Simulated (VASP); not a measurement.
ZnB: band structure with PBE

Crystal: ZnB.

```
Zn B
1.0
     2.80737    0.00000    0.00000
     0.00000    2.80737    0.00000
     0.00000    0.00000    2.80737
Zn B
1 1
Direct
  0.00000 0.00000 0.00000
  0.50000 0.50000 0.50000
```

The cell was built by a generator and needn't be a form met in nature.

```json
{
  "Program": "VASP 6.6.1",
  "Task": "band structure",
  "Functional": "PBE",
  "Potentials or basis": "VASP PAW PBE potentials, release 64 (Zn_GW, B_GW)",
  "Cutoff": "900 eV",
  "k mesh": "9 × 9 × 9",
  "Occupations": "fermi-dirac, width 0.05 eV",
  "Spin": "no spin polarisation",
  "Further INCAR settings": "ALGO = Normal; EDIFF = 1e-06"
}
```

| Property | Result |
| --- | --- |
| Pressure | 0.4 GPa |
| Band gap along the path | none (metal or under the smearing width) |

Levels at the corners of the path, in eV from the Fermi level:
```tsv
point	band 5	band 6	band 7	band 8	band 9	band 10	band 11
Γ	-7.39	-7.39	1.77	1.77	1.77	7.09	9.67
X	-7.76	-7.36	-6.13	4.28	4.28	9.73	10.07
X	-7.76	-7.36	-6.13	4.28	4.28	9.75	10.12
M	-7.14	-4.64	-4.64	-3.07	-0.60	4.82	12.14
M	-7.14	-4.64	-4.64	-3.07	-0.60	4.82	12.14
Γ	-7.39	-7.39	1.77	1.77	1.77	7.09	9.67
Γ	-7.39	-7.39	1.77	1.77	1.77	7.09	9.67
R	-7.12	-1.88	-0.01	-0.01	-0.01	2.27	2.27
R	-7.12	-1.88	-0.01	-0.01	-0.01	2.27	2.27
X	-7.76	-7.36	-6.13	4.28	4.28	9.73	10.07
M	-7.14	-4.64	-4.64	-3.07	-0.60	4.82	12.14
R	-7.12	-1.88	-0.01	-0.01	-0.01	2.27	2.27
```

Run time: 19 s on 1 thread of Intel(R) Xeon(R) 6975P-C (Granite Rapids), on a shared host, peak memory 0.18 GiB.
